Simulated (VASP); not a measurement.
Input:

```xyz
2
Lattice="0.0000 2.7610 2.7610 2.7610 0.0000 2.7610 2.7610 2.7610 0.0000" Properties=species:S:1:pos:R:3 pbc="T T T"
W      0.0000     0.0000     0.0000
Te     2.7610     2.7610     2.7610
```

All values below come from PBEsol GGA, VASP's PBE PAW potentials (set 64) (plane waves; VASP 6.6.1). Numerical set-up: 400 eV cut-off, Gaussian smearing of 0.050 eV, potentials W_sv Te.

Question: Give the energies of bands 6 to 13 at the high-symmetry points, in eV from the Fermi level.

Answer: 
```json
[
 {"band": "6", "Γ": "-1.77", "X": "-6.10", "U": "-6.04", "L": "-8.03", "W": "-5.63"},
 {"band": "7", "Γ": "-1.77", "X": "-3.33", "U": "-5.83", "L": "-4.94", "W": "-5.50"},
 {"band": "8", "Γ": "-1.77", "X": "-3.33", "U": "-4.30", "L": "-4.94", "W": "-5.50"},
 {"band": "9", "Γ": "-1.35", "X": "-3.32", "U": "-1.77", "L": "-0.02", "W": "-0.41"},
 {"band": "10", "Γ": "-1.35", "X": "-0.52", "U": "0.28", "L": "-0.02", "W": "-0.25"},
 {"band": "11", "Γ": "-1.28", "X": "-0.37", "U": "0.63", "L": "0.21", "W": "-0.25"},
 {"band": "12", "Γ": "-1.28", "X": "0.69", "U": "0.83", "L": "2.38", "W": "0.69"},
 {"band": "13", "Γ": "-1.28", "X": "0.69", "U": "1.49", "L": "5.01", "W": "1.43"}
]
```

It has no gap at this level: it comes out as a metal or semimetal.

The structure was generated: WTe was put into the rock salt type (Fm-3m), which need not be its known phase. It was relaxed first, which changed the volume by -38 %.
